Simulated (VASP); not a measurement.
These are MS2 meta-GGA, VASP's PBE PAW potentials (set 64) (plane waves; VASP) values and carry that method's errors.

The input files of a VASP run:

**KPOINTS**
```
Automatic
0
Gamma
11 11 11
0 0 0
```

POSCAR:
```
NiAl
1.0
  2.8900000000   0.0000000000   0.0000000000
  0.0000000000   2.8900000000   0.0000000000
  0.0000000000   0.0000000000   2.8900000000
Al Ni
1 1
Cart
  1.4450000000   1.4450000000   1.4450000000
  0.0000000000   0.0000000000   0.0000000000
```

INCAR:
```
SYSTEM  =  NiAl
PREC  =  Accurate; ENCUT  =  520; LREAL  =  .FALSE.
LASPH  =  .TRUE.
EDIFF  =  1E-6; NELM  =  100; ALGO  =  Normal
LMAXMIX  =  4; LMIXTAU  =  .TRUE.
ISMEAR  =  1; SIGMA  =  0.1
METAGGA  =  MS2
IBRION  =  2; NSW  =  60; ISIF  =  3
EDIFFG  =  -0.01
LWAVE  =  .FALSE.; LCHARG  =  .FALSE.
```

POTCAR, in this order: Al Ni (PBE.64 set). Program: vasp_std.

The resulting files:

OSZICAR:
```
       N       E                     dE             d eps       ncg     rms          rms(c)
DAV:   1     0.301272094760E+02    0.30127E+02   -0.57504E+03  1136   0.134E+03
DAV:   2    -0.219328725132E+02   -0.52060E+02   -0.49667E+02  1124   0.208E+02
DAV:   3    -0.233030529452E+02   -0.13702E+01   -0.13560E+01  1344   0.443E+01
DAV:   4    -0.233245508143E+02   -0.21498E-01   -0.21485E-01  1274   0.498E+00
DAV:   5    -0.233251940728E+02   -0.64326E-03   -0.64324E-03  1302   0.885E-01    0.176E+01
DAV:   6    -0.253172796785E+02   -0.19921E+01   -0.14122E+02  1226   0.217E+02    0.273E+01
DAV:   7    -0.169384916775E+02    0.83788E+01   -0.29361E+01  1234   0.110E+02    0.464E+00
DAV:   8    -0.166592183233E+02    0.27927E+00   -0.23945E+00  1360   0.262E+01    0.218E+00
DAV:   9    -0.167082813505E+02   -0.49063E-01   -0.22103E-01  1246   0.930E+00    0.146E+00
DAV:  10    -0.167066361803E+02    0.16452E-02   -0.41301E-01  1254   0.132E+01    0.107E+00
DAV:  11    -0.166876143236E+02    0.19022E-01   -0.52227E-02  1248   0.450E+00    0.337E-01
DAV:  12    -0.166848911601E+02    0.27232E-02   -0.90301E-03  1288   0.183E+00    0.469E-02
DAV:  13    -0.166840586175E+02    0.83254E-03   -0.53287E-04  1142   0.353E-01    0.577E-02
DAV:  14    -0.166839286255E+02    0.12999E-03   -0.60225E-05  1158   0.135E-01    0.312E-02
DAV:  15    -0.166839248566E+02    0.37690E-05   -0.15793E-05  1222   0.686E-02    0.200E-02
DAV:  16    -0.166839226636E+02    0.21930E-05   -0.13342E-06   632   0.190E-02    0.530E-03
DAV:  17    -0.166839315133E+02   -0.88498E-05   -0.22953E-06   560   0.291E-02    0.186E-03
DAV:  18    -0.166839313108E+02    0.20253E-06   -0.13018E-07   560   0.514E-03
   1 F= -.16683931E+02 E0= -.16683720E+02  d E =-.166839E+02
       N       E                     dE             d eps       ncg     rms          rms(c)
DAV:   1    -0.175485536727E+02   -0.86462E+00   -0.10425E+01  1216   0.607E+01    0.866E+00
DAV:   2    -0.184067929234E+02   -0.85824E+00   -0.30090E+01  1234   0.978E+01    0.102E+01
DAV:   3    -0.167024174402E+02    0.17044E+01   -0.94535E+00  1240   0.591E+01    0.982E-01
DAV:   4    -0.166994480385E+02    0.29694E-02   -0.12282E-01  1216   0.383E+00    0.781E-01
DAV:   5    -0.166923917731E+02    0.70563E-02   -0.11342E-02  1652   0.116E+00    0.243E-01
DAV:   6    -0.166926725867E+02   -0.28081E-03   -0.47328E-03  1220   0.128E+00    0.172E-01
DAV:   7    -0.166920799193E+02    0.59267E-03   -0.51291E-03  1242   0.152E+00    0.615E-02
DAV:   8    -0.166920892847E+02   -0.93654E-05   -0.10588E-03  1248   0.671E-01    0.428E-02
DAV:   9    -0.166920250373E+02    0.64247E-04   -0.23138E-04  1276   0.308E-01    0.106E-02
DAV:  10    -0.166920311503E+02   -0.61130E-05   -0.13466E-05  1152   0.670E-02    0.397E-03
DAV:  11    -0.166920308118E+02    0.33847E-06   -0.19078E-06   582   0.250E-02
   2 F= -.16692031E+02 E0= -.16691729E+02  d E =-.809950E-02
       N       E                     dE             d eps       ncg     rms          rms(c)
DAV:   1    -0.168051098208E+02   -0.11308E+00   -0.13763E+00  1200   0.230E+01    0.290E+00
DAV:   2    -0.168991654356E+02   -0.94056E-01   -0.35488E+00  1244   0.336E+01    0.375E+00
DAV:   3    -0.167002184467E+02    0.19895E+00   -0.14022E+00  1258   0.209E+01    0.500E-01
DAV:   4    -0.166975260420E+02    0.26924E-02   -0.67346E-03  1182   0.101E+00    0.171E-01
DAV:   5    -0.166972058392E+02    0.32020E-03   -0.33859E-03  1330   0.109E+00    0.835E-02
DAV:   6    -0.166974454049E+02   -0.23957E-03   -0.26321E-03  1254   0.105E+00    0.981E-02
DAV:   7    -0.166973240367E+02    0.12137E-03   -0.16437E-04  1268   0.246E-01    0.539E-02
DAV:   8    -0.166972173057E+02    0.10673E-03   -0.22752E-04  1226   0.299E-01    0.764E-03
DAV:   9    -0.166972103590E+02    0.69466E-05   -0.38432E-06  1092   0.289E-02    0.839E-03
DAV:  10    -0.166972101520E+02    0.20703E-06   -0.63944E-08   560   0.348E-03
   3 F= -.16697210E+02 E0= -.16696948E+02  d E =-.132788E-01
       N       E                     dE             d eps       ncg     rms          rms(c)
DAV:   1    -0.167021802999E+02   -0.49699E-02   -0.60968E-02  1202   0.478E+00    0.625E-01
DAV:   2    -0.167061087979E+02   -0.39285E-02   -0.16737E-01  1240   0.723E+00    0.798E-01
DAV:   3    -0.166971631334E+02    0.89457E-02   -0.64672E-02  1242   0.451E+00    0.857E-02
DAV:   4    -0.166970943045E+02    0.68829E-04   -0.28963E-04  1134   0.167E-01    0.336E-02
DAV:   5    -0.166970765381E+02    0.17766E-04   -0.14048E-04  1340   0.221E-01    0.123E-02
DAV:   6    -0.166971157598E+02   -0.39222E-04   -0.82392E-05  1248   0.187E-01    0.183E-02
DAV:   7    -0.166971004092E+02    0.15351E-04   -0.23218E-05  1056   0.952E-02    0.262E-03
DAV:   8    -0.166970987346E+02    0.16746E-05   -0.40125E-07   566   0.117E-02    0.134E-03
DAV:   9    -0.166970984254E+02    0.30927E-06   -0.11415E-07   560   0.599E-03
   4 F= -.16697098E+02 E0= -.16696843E+02  d E =-.131671E-01
```

OUTCAR:
```
------------------------ aborting loop because EDIFF is reached ----------------------------------------
  FORCE on cell =-STRESS in cart. coord.  units (eV):
  Direction    XX          YY          ZZ          XY          YZ          ZX
  --------------------------------------------------------------------------------------
  Total       -0.0024336     -0.0024336     -0.0024336      0.0000000      0.0000000      0.0000000
  in kB       -0.1664349     -0.1664349     -0.1664349      0.0000000      0.0000000      0.0000000
  external PRESSURE =      -0.1664349 kB  Pullay stress =       0.0000000 kB
  volume of cell :       23.43
      direct lattice vectors                 reciprocal lattice vectors
     2.861357596  0.000000000 -0.000000000     0.349484455  0.000000000 -0.000000000
    -0.000000000  2.861357596 -0.000000000    -0.000000000  0.349484455 -0.000000000
     0.000000000  0.000000000  2.861357596     0.000000000  0.000000000  0.349484455
 POSITION                                       TOTAL-FORCE (eV/Angst)
 -----------------------------------------------------------------------------------
      1.43068      1.43068      1.43068        -0.000000     -0.000000      0.000000
      0.00000      0.00000      0.00000         0.000000      0.000000     -0.000000
 -----------------------------------------------------------------------------------
    total drift:                                0.000000      0.000000      0.000000
  FREE ENERGIE OF THE ION-ELECTRON SYSTEM (eV)
  ---------------------------------------------------
  free  energy   TOTEN  =       -16.6970984254 eV

  energy  without entropy=      -16.6963325586  energy(sigma->0) =      -16.69684314

 reached required accuracy - stopping structural energy minimisation
```
(Selected blocks of OUTCAR.)

CONTCAR:
```
NiAl
   1.00000000000000
     2.8613575964959237    0.0000000000000000   -0.0000000000000000
    -0.0000000000000000    2.8613575964959237   -0.0000000000000000
     0.0000000000000000    0.0000000000000000    2.8613575964959237
  Al              Ni
     1     1
Direct
     0.5000000000000000    0.5000000000000000    0.5000000000000000
     0.0000000000000000    0.0000000000000000    0.0000000000000000
```

OUTCAR:
```
 val. band max:       10.0800828978   @ k =   0.3636   0.1818   0.0909

 cond. band min:      10.1964429480   @ k =   0.4545   0.3636   0.2727


 Fermi energy:        10.1794142999

 k-point     1 :       0.0000    0.0000    0.0000
  band No.  band energies     occupation
      1      -1.2126      2.00000
      2       6.8336      2.00000
      3       6.8336      2.00000
      4       8.5699      2.00000
      5       8.5699      2.00000
      6       8.5699      2.00000
      7      15.8323      0.00000
      8      15.8323      0.00000
      9      15.8323      0.00000
     10      18.4175      0.00000

 k-point     2 :       0.0909    0.0000    0.0000
  band No.  band energies     occupation
      1      -1.0567      2.00000
      2       6.8207      2.00000
      3       6.8706      2.00000
      4       8.5029      2.00000
      5       8.5029      2.00000
      6       8.5771      2.00000
      7      14.3908      0.00000
      8      16.0362      0.00000
      9      16.0362      0.00000
     10      18.4230      0.00000

 k-point     3 :       0.1818    0.0000    0.0000
  band No.  band energies     occupation
      1      -0.5926      2.00000
      2       6.7143      2.00000
      3       6.9718      2.00000
      4       8.3331      2.00000
      5       8.3331      2.00000
      6       8.5966      2.00000
      7      12.3381      0.00000
      8      16.6183      0.00000
      9      16.6183      0.00000
     10      18.4390      0.00000

 k-point     4 :       0.2727    0.0000    0.0000
  band No.  band energies     occupation
      1       0.1677      2.00000
      2       6.2847      2.00000
      3       7.1088      2.00000
      4       8.1288      2.00000
      5       8.1288      2.00000
      6       8.6222      2.00000
      7      10.7132     -0.00000
      8      17.5130      0.00000
      9      17.5130      0.00000
     10      18.4629      0.00000

 k-point     5 :       0.3636    0.0000    0.0000
...
```

Energy and stress use the plane-wave basis of the starting cell.

The compound is NiAl in the CsCl type structure. This run relaxes it. Symmetry was kept, so distortions that lower it aren't found. The run is not spin-polarised, so no magnetic state was tried. The electron count is odd and the run is not spin-polarised, which forces a metal.
